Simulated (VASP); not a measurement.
# TiO2 (Anatase): cell size against the level of theory

How close do the usual functionals, with and without dispersion, come to the cell of TiO2 (Anatase)? The levels: PBE, LDA, r2SCAN and PBE + D3(BJ). The start is a cell from a database of measured crystal structures.

Program: VASP 6.6.1. Level of theory: PBE; plane waves and PAW (Ti_sv, O), in the first sound run; inputs show where later runs differ. Results are calculated unless marked as measured.

Experimental background.

“Preparation of hydrogen, fluorine and chlorine doped and co-doped titanium dioxide photocatalysts: a theoretical and experimental approach” (2021, pmc:7952686) quotes from earlier work for TiO2, anatase (single crystal, quoted from earlier work): lattice constant a (a = b, tetragonal cell) 3.782 Å [literature value quoted in the paper's theory part]; lattice constant c (c, tetragonal cell) 9.502 Å [literature value quoted in the paper's theory part].

## 1. The structure

Before any relaxation, the start is as follows. It takes space group I4_1/amd (No. 141, tetragonal). The conventional cell has a = 3.785 Å, b = 3.785 Å, c = 9.520 Å, α = 90.00°, β = 90.00°, γ = 90.00°. Nearest to Ti lie 6 O at 1.93 to 2.00 Å. Nearest to O lie 3 Ti at 1.93 to 2.00 Å. Farther neighbours and most contacts between anions are not listed.

Coordinates:

```xyz
6
Lattice="0.0000 -3.7850 0.0000 -3.7850 0.0000 0.0000 1.8925 -1.8925 -4.7598" Properties=species:S:1:pos:R:3 pbc="T T T"
Ti    0.0000    0.0000    0.0000
Ti   -1.8925   -3.7850   -2.3799
O    -1.8925   -1.8925   -2.7591
O    -1.8925   -3.7850   -0.3792
O    -1.8925   -3.7850   -4.3806
O     0.0000   -3.7850   -2.0007
```

## 2. Relaxation with PBE

Properties are meant for the cell that this level of theory prefers, so cell and atoms are relaxed first (ISIF = 3) until forces and stress are small; EDIFFG sets the threshold. PBE, the usual starting point, adds the gradient of the density.

INCAR

```
SYSTEM = TiO2
PREC = Accurate
ENCUT = 560
EDIFF = 1E-06
NELM = 100
ISMEAR = -1
SIGMA = 0.05
LREAL = .FALSE.
ALGO = Normal
GGA = PE
NBANDS = 30
LASPH = .TRUE.
LORBIT = 11
LWAVE = .FALSE.
LCHARG = .FALSE.
KPAR = 2
IBRION = 2
NSW = 60
ISIF = 3
EDIFFG = -0.01
```

POSCAR

```
TiO2
1.0
    0.0000000000     -3.7850000000      0.0000000000
   -3.7850000000      0.0000000000      0.0000000000
    1.8925000000     -1.8925000000     -4.7598000000
Ti O
2 4
Direct
    0.0000000000      0.0000000000      0.0000000000
    0.7500000000      0.7500000000      0.5000000000
    0.2101700000      0.7898300000      0.5796600000
    0.9601700000      0.5398300000      0.0796600000
    0.5398300000      0.9601700000      0.9203400000
    0.7898300000      0.2101700000      0.4203400000
```

KPOINTS

```
Automatic mesh
0
Gamma
6 6 6
0 0 0
```

Potentials, in the order of the species: Ti_sv and O (PBE family, release 64).

The run is started by

```bash
mpirun -np 2 vasp_std
```

Log:

```text
[banner, memory and clock lines left out]
running    2 mpi-ranks, on    1 nodes
 distrk:  each k-point on    1 cores,    2 groups
 distr:  one band on    1 cores,    1 groups

 POSCAR found type information on POSCAR TiO
 POSCAR found :  2 types and       6 ions
 LDA part: xc-table for (Slater+PW92), standard interpolation
 POSCAR, INCAR and KPOINTS ok, starting setup
 FFT: planning ... GRIDC
 FFT: planning ... GRID_SOFT
 FFT: planning ... GRID
 WAVECAR not read
 entering main loop
       N       E                     dE             d eps       ncg     rms          rms(c)
DAV:   1     0.692644750214E+03    0.69264E+03   -0.25819E+04  1800   0.195E+03
DAV:   2     0.483212758548E+02   -0.64432E+03   -0.61368E+03  1932   0.563E+02
DAV:   3    -0.656737285754E+02   -0.11400E+03   -0.11059E+03  2714   0.211E+02
DAV:   4    -0.708017138533E+02   -0.51280E+01   -0.51214E+01  2564   0.464E+01
DAV:   5    -0.710193907162E+02   -0.21768E+00   -0.21761E+00  2502   0.771E+00    0.321E+01
DAV:   6    -0.542455183637E+02    0.16774E+02   -0.10403E+02  2318   0.974E+01    0.115E+01
DAV:   7    -0.539940735787E+02    0.25144E+00   -0.15583E+01  2352   0.325E+01    0.852E+00
DAV:   8    -0.538685265733E+02    0.12555E+00   -0.24828E+00  2218   0.158E+01    0.311E+00
DAV:   9    -0.538271219303E+02    0.41405E-01   -0.51091E-01  2618   0.608E+00    0.107E+00
DAV:  10    -0.538322965636E+02   -0.51746E-02   -0.75374E-02  2052   0.220E+00    0.494E-01
DAV:  11    -0.538284429994E+02    0.38536E-02   -0.26213E-02  2402   0.108E+00    0.114E-01
DAV:  12    -0.538284562520E+02   -0.13253E-04   -0.27261E-03  2018   0.517E-01    0.857E-02
DAV:  13    -0.538284006246E+02    0.55627E-04   -0.22987E-04  2102   0.166E-01    0.194E-02
DAV:  14    -0.538284097265E+02   -0.91019E-05   -0.61349E-05  2522   0.695E-02    0.173E-02
DAV:  15    -0.538284074361E+02    0.22904E-05   -0.24964E-05  2300   0.464E-02    0.295E-03
DAV:  16    -0.538284074127E+02    0.23384E-07   -0.81681E-07   972   0.961E-03
   1 F= -.53828407E+02 E0= -.53828407E+02  d E =-.538284E+02
 curvature:   0.00 expect dE= 0.000E+00 dE for cont linesearch  0.000E+00
 trial: gam= 0.00000 g(F)=  0.642E-02 g(S)=  0.955E-01 ort = 0.000E+00 (trialstep = 0.100E+01)
 search vector abs. value=  0.102E+00
 bond charge predicted
       N       E                     dE             d eps       ncg     rms          rms(c)
DAV:   1    -0.545779030080E+02   -0.74950E+00   -0.24772E+01  2512   0.520E+01    0.766E+00
DAV:   2    -0.539481208862E+02    0.62978E+00   -0.27063E+00  2024   0.161E+01    0.309E+00
DAV:   3    -0.538366312066E+02    0.11149E+00   -0.10809E+00  2210   0.610E+00    0.138E+00
DAV:   4    -0.538179185252E+02    0.18713E-01   -0.23217E-01  2590   0.363E+00    0.657E-01
DAV:   5    -0.538235266818E+02   -0.56082E-02   -0.17515E-02  2194   0.999E-01    0.400E-01
DAV:   6    -0.538323223945E+02   -0.87957E-02   -0.18911E-02  2836   0.547E-01    0.270E-01
DAV:   7    -0.538333891546E+02   -0.10668E-02   -0.16038E-03  2356   0.257E-01    0.141E-01
DAV:   8    -0.538335369602E+02   -0.14781E-03   -0.51389E-04  2290   0.199E-01    0.209E-02
DAV:   9    -0.538335451743E+02   -0.82140E-05   -0.49000E-05  2282   0.497E-02    0.905E-03
DAV:  10    -0.538335452398E+02   -0.65525E-07   -0.29638E-06  1838   0.131E-02
   2 F= -.53833545E+02 E0= -.53833545E+02  d E =-.513783E-02
[... from here on, the cycles between the ionic steps are left out ...]
   3 F= -.53854487E+02 E0= -.53854487E+02  d E =-.260796E-01
   4 F= -.53858649E+02 E0= -.53858649E+02  d E =-.416148E-02
   5 F= -.53858663E+02 E0= -.53858663E+02  d E =-.417545E-02
   6 F= -.53860962E+02 E0= -.53860962E+02  d E =-.229918E-02
   7 F= -.53864653E+02 E0= -.53864653E+02  d E =-.599007E-02
   8 F= -.53864836E+02 E0= -.53864836E+02  d E =-.617363E-02
   9 F= -.53864533E+02 E0= -.53864533E+02  d E =0.303433E-03
 trial-energy change:    0.000303  1 .order    0.000340   -0.000855    0.001535
 step:   0.6153(harm=  0.5798)  dis= 0.00008  next Energy=   -53.865000 (dE=-0.164E-03)
 bond charge predicted
       N       E                     dE             d eps       ncg     rms          rms(c)
DAV:   1    -0.538687079478E+02   -0.41754E-02   -0.12833E-01  2488   0.375E+00    0.541E-01
DAV:   2    -0.538655880646E+02    0.31199E-02   -0.11580E-02  2190   0.108E+00    0.214E-01
DAV:   3    -0.538649848020E+02    0.60326E-03   -0.47663E-03  2196   0.405E-01    0.777E-02
DAV:   4    -0.538649511474E+02    0.33655E-04   -0.99971E-04  2680   0.209E-01    0.548E-02
DAV:   5    -0.538649753719E+02   -0.24225E-04   -0.63530E-05  2170   0.668E-02    0.337E-02
DAV:   6    -0.538650101471E+02   -0.34775E-04   -0.98138E-05  3116   0.506E-02    0.176E-02
DAV:   7    -0.538650112441E+02   -0.10970E-05   -0.49884E-06  1910   0.182E-02    0.891E-03
DAV:   8    -0.538650111287E+02    0.11540E-06   -0.16365E-06  1318   0.127E-02
  10 F= -.53865011E+02 E0= -.53865011E+02  d E =-.174997E-03
 curvature:  -0.32 expect dE=-0.111E-04 dE for cont linesearch -0.760E-07
 trial: gam= 0.09249 g(F)=  0.139E-04 g(S)=  0.210E-04 ort =-0.118E-04 (trialstep = 0.142E+01)
 search vector abs. value=  0.377E-04
 reached required accuracy - stopping structural energy minimisation
```

It took 96 s on 2 MPI ranks of Intel Xeon 6975P-C (Granite Rapids), shared host; peak memory 0.43 GiB; 3.2 min of CPU time.

Lines that name or quote the potential files are left out of all logs, and their timing lines are given in words.

Parts of OUTCAR (step 2):

```text
ion  position               nearest neighbor table
   1  0.000  0.000  0.000-   4 1.93   5 1.93   5 1.93   4 1.93   3 2.00   6 2.00
   2  0.750  0.750  0.500-   3 1.93   6 1.93   6 1.93   3 1.93   5 2.00   4 2.00
   3  0.210  0.790  0.580-   2 1.93   2 1.93   1 2.00
   4  0.960  0.540  0.080-   1 1.93   1 1.93   2 2.00
   5  0.540  0.960  0.920-   1 1.93   1 1.93   2 2.00
   6  0.790  0.210  0.420-   2 1.93   2 1.93   1 2.00

  LATTYP: Found a body centered tetragonal cell.
 ALAT       =     3.7850000000
 C/A-ratio  =     2.5150858653

 Subroutine GETGRP returns: Found 16 space group operations
 (whereof  8 operations were pure point group operations)

The static configuration has the point symmetry D_2d.
 The point group associated with its full space group is D_4h.

 Found     30 irreducible k-points:

   k-points           NKPTS =     30   k-points in BZ     NKDIM =     30   number of bands    NBANDS=     30

   dimension x,y,z NGX =    30 NGY =   30 NGZ =   42
   dimension x,y,z NGXF=    60 NGYF=   60 NGZF=   84

   ENCUT  =  560.0 eV  41.16 Ry    6.42 a.u.   7.30  7.30 10.54*2*pi/ulx,y,z

   NELECT =      48.0000    total number of electrons

 k-points in reciprocal lattice and weights: Automatic mesh
   0.00000000  0.00000000  0.00000000       0.005
   0.16666667  0.00000000  0.00000000       0.037
   0.33333333  0.00000000 -0.00000000       0.037
   0.50000000  0.00000000  0.00000000       0.019
   0.16666667  0.16666667  0.00000000       0.019
   0.33333333  0.16666667 -0.00000000       0.074
   0.50000000  0.16666667  0.00000000       0.074
  -0.33333333  0.16666667  0.00000000       0.074
  -0.16666667  0.16666667  0.00000000       0.037
[...]
-0.16666667  0.16666667  0.33333333       0.019
   0.00000000  0.00000000  0.50000000       0.005

 average (electrostatic) potential at core
       1 -77.4971       2 -77.4971       3 -70.5574       4 -70.5574       5 -70.5574
       6 -70.5574

 E-fermi :   4.1997

 k-point     1 :       0.0000    0.0000    0.0000
  band No.  band energies     occupation
    ...
     20       2.3227      2.00000
     21       2.3227      2.00000
     22       2.3346      2.00000
     23       2.7055      2.00000
     24       2.7055      2.00000
     25       5.2212      0.00000
     26       5.8836      0.00000
     27       7.0685      0.00000
     28       7.0685      0.00000
     29       7.0768      0.00000
    ...

 k-point     2 :       0.1667    0.0000    0.0000
  band No.  band energies     occupation
    ...
     20       1.7950      2.00000
     21       2.1576      2.00000
     22       2.3621      2.00000
     23       2.3940      2.00000
     24       2.7085      2.00000
     25       5.7531      0.00000
     26       5.9992      0.00000
     27       6.5110      0.00000
     28       6.7123      0.00000
     29       6.9927      0.00000
    ...

 k-point     3 :       0.3333    0.0000   -0.0000
  band No.  band energies     occupation
    ...
     20       1.3206      2.00000
     21       1.5523      2.00000
     22       2.2941      2.00000
     23       2.3203      2.00000
     24       2.5564      2.00000
     25       6.1424      0.00000
     26       6.3989      0.00000
     27       6.5906      0.00000
     28       6.5925      0.00000
     29       6.9713      0.00000
    ...

  Total        0.0029841      0.0029841      0.0509332      0.0000000      0.0000000     -0.0000000
  in kB        0.0681008      0.0681008      1.1623623      0.0000000      0.0000000     -0.0000000
  external PRESSURE =       0.4328546 kB  Pullay stress =       0.0000000 kB

  energy-cutoff  :      560.00
  volume of cell :       70.21
      direct lattice vectors                 reciprocal lattice vectors
     0.000000000 -3.802578810 -0.000000000     0.000000000 -0.262979428  0.102980859
    -3.802578810  0.000000000  0.000000000    -0.262979428  0.000000000 -0.102980859
     1.901289405 -1.901289405 -4.855271194     0.000000000  0.000000000 -0.205961719

 POSITION                                       TOTAL-FORCE (eV/Angst)
 -----------------------------------------------------------------------------------
     -0.00000     -0.00000     -0.00000        -0.000000     -0.000000      0.000000
     -1.90129     -3.80258     -2.42764        -0.000000      0.000000      0.000000
     -1.90129     -1.90129     -2.85097        -0.000000      0.000000      0.008485
     -1.90129     -3.80258     -0.42334        -0.000000      0.000000      0.008485
     -1.90129     -3.80258     -4.43193         0.000000     -0.000000     -0.008485
      0.00000     -3.80258     -2.00430         0.000000     -0.000000     -0.008485
 -----------------------------------------------------------------------------------
    total drift:                               -0.000000     -0.000000     -0.000000

  FREE ENERGIE OF THE ION-ELECTRON SYSTEM (eV)
  ---------------------------------------------------
  free  energy   TOTEN  =       -53.8650111287 eV

  energy  without entropy=      -53.8650111286  energy(sigma->0) =      -53.86501113

 reached required accuracy - stopping structural energy minimisation

 total charge
# of ion       s       p       d       tot
------------------------------------------
    1        2.218   6.282   1.721  10.221
    2        2.218   6.282   1.721  10.221
    3        1.569   3.494   0.000   5.063
    4        1.569   3.494   0.000   5.063
    5        1.569   3.494   0.000   5.063
    6        1.569   3.494   0.000   5.063
--------------------------------------------------
tot         10.713  26.539   3.442  40.694

[... 3 further parts left out ...]
```

CONTCAR:

```
TiO2
   1.00000000000000
     0.0000000000000000   -3.8025788095763549   -0.0000000000000000
    -3.8025788095763549    0.0000000000000000    0.0000000000000000
     1.9012894047881774   -1.9012894047881774   -4.8552711943164120
  Ti              O
     2     4
Direct
     0.0000000000000000    0.0000000000000000    0.0000000000000000
     0.7500000000000000    0.7500000000000000    0.5000000000000000
     0.2064044679307817    0.7935955320692183    0.5871910641384295
     0.9564044679307817    0.5435955320692183    0.0871910641384294
     0.5435955320692183    0.9564044679307817    0.9128089358615705
     0.7935955320692183    0.2064044679307817    0.4128089358615706
```

The gap is read on the k-mesh alone, so it is an upper bound where the band edges lie off the mesh. The run keeps the 16 symmetry operations of its start, so it cannot find a distortion of lower symmetry.

The steps of the relaxation:

| step | energy less that of the first step (eV) | largest force (eV/Å) | pressure (GPa) | volume (Å³) |
| --- | --- | --- | --- | --- |
| 1 | 0.0000 | 0.1824 | 4.55 | 68.19 |
| 2 | -0.0051 | 0.2205 | -4.48 | 71.43 |
| 3 | -0.0261 | 0.1978 | -0.43 | 69.87 |
| 4 | -0.0302 | 0.0393 | 0.12 | 69.85 |
| 5 | -0.0303 | 0.0262 | 0.16 | 69.85 |
| 6 | -0.0326 | 0.0214 | 0.08 | 69.95 |
| 7 | -0.0362 | 0.0013 | -0.24 | 70.25 |
| 8 | -0.0364 | 0.0087 | -0.30 | 70.34 |
| 9 | -0.0361 | 0.0085 | 0.65 | 69.99 |
| 10 | -0.0366 | 0.0085 | 0.04 | 70.21 |

| conventional cell, symmetrised | before | after | change |
| --- | --- | --- | --- |
| a (Å) | 3.785 | 3.803 | +0.5 % |
| b (Å) | 3.785 | 3.803 | +0.5 % |
| c (Å) | 9.520 | 9.711 | +2.0 % |
| volume (Å³/atom) | 11.36 | 11.70 | +3.0 % |

The atoms that moved most (Å, as changes of fractional coordinates times the final cell):

| atom | dx | dy | dz | length |
| --- | --- | --- | --- | --- |
| O4 | 0.000 | 0.000 | -0.037 | 0.037 |
| O5 | 0.000 | 0.000 | 0.037 | 0.037 |
| O6 | 0.000 | 0.000 | 0.037 | 0.037 |
| O3 | 0.000 | 0.000 | -0.037 | 0.037 |

The relaxed structure:

```xyz
6
Lattice="0.0000 -3.8026 0.0000 -3.8026 0.0000 0.0000 1.9013 -1.9013 -4.8553" Properties=species:S:1:pos:R:3 pbc="T T T"
Ti    0.0000    0.0000    0.0000
Ti   -1.9013   -3.8026   -2.4276
O    -1.9013   -1.9013   -2.8510
O    -1.9013   -3.8026   -0.4233
O    -1.9013   -3.8026   -4.4319
O     0.0000   -3.8026   -2.0043
```

This step gave:

```
electrons                       : 48
bands                           : 30
irreducible k-points            : 30
symmetry operations             : 16
free energy (TOTEN)             : -53.8650 eV
Fermi energy                    : 4.200 eV
pressure                        : 0.04329 GPa
metallic                        : no
valence top at k                : 0.5, 0.5, 0
conduction bottom at k          : 0, 0, 0
least direct gap at k           : 0, 0, 0.3333
SCF cycles over all ionic steps : 85
gap on the k-mesh               : 2.152 eV
least direct gap on the k-mesh  : 2.409 eV
```

It ends with a largest force of 0.008 eV/Å and a pressure of 0.04 GPa. The volume lies +3.0 % from that of the database's start. The conventional cell has a = 3.803 and c = 9.711 Å.

[end of part 1 of 3]

[Lines on the potential files, build, host, timing and source positions are cut from VASP's logs without a mark.]

[Logs are printed without paths, hosts, clocks, repeated set-up lines and the standing remarks that a program may print on its own settings, such as how far it seeks lower states.]

[Hosts, paths, dates, database ids (printed as entryN), source tags and the programs' standing remarks are cut or masked in the printed files.]

[A measured line is paired with the nearest computed mode of its activity, which favours agreement.]
